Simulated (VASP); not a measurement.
W2N (relaxed from the Fe2P structure, space group P-62m): computed properties

Calculation: PBEsol GGA, VASP's PBE PAW potentials (set 64) (plane waves; VASP 6.6.1).

- space group = P-62m (189)
- cell = a = 6.6948 Å, b = 6.6948 Å, c = 2.8156 Å, α = 90.00°, β = 90.00°, γ = 120.00°
- volume per atom = 12.14 Å^3/atom
- band gap (over mesh and band path) = none (metal, semimetal or under 0.01 eV)
- density = 17.40 g/cm³

```cif
data_N3W6
_chemical_formula_sum 'W6 N3'
_space_group_name_H-M_alt 'P 1'
_space_group_IT_number 1
_cell_length_a 6.69482
_cell_length_b 6.69482
_cell_length_c 2.81561
_cell_angle_alpha 90.000
_cell_angle_beta 90.000
_cell_angle_gamma 120.000
loop_
_space_group_symop_operation_xyz
  'x, y, z'
loop_
_atom_site_label
_atom_site_type_symbol
_atom_site_fract_x
_atom_site_fract_y
_atom_site_fract_z
_atom_site_occupancy
W1 W 0.23567 0.00000 0.00000 1
W2 W 0.00000 0.23567 0.00000 1
W3 W 0.76433 0.76433 0.00000 1
W4 W 0.57943 0.00000 0.50000 1
W5 W 0.00000 0.57943 0.50000 1
W6 W 0.42057 0.42057 0.50000 1
N1 N 0.00000 0.00000 0.50000 1
N2 N 0.33333 0.66667 0.00000 1
N3 N 0.66667 0.33333 0.00000 1
```

Unless said otherwise, spin-orbit coupling is left out, though it shifts the bands of the heavy elements here.

The structure was generated: W2N was put into the Fe2P type (P-62m), which need not be its known phase. It was relaxed first, which changed the volume by -5 %. Symmetry was kept, so distortions that lower it aren't found. The electron count is odd and the run is not spin-polarised, which forces a metal.
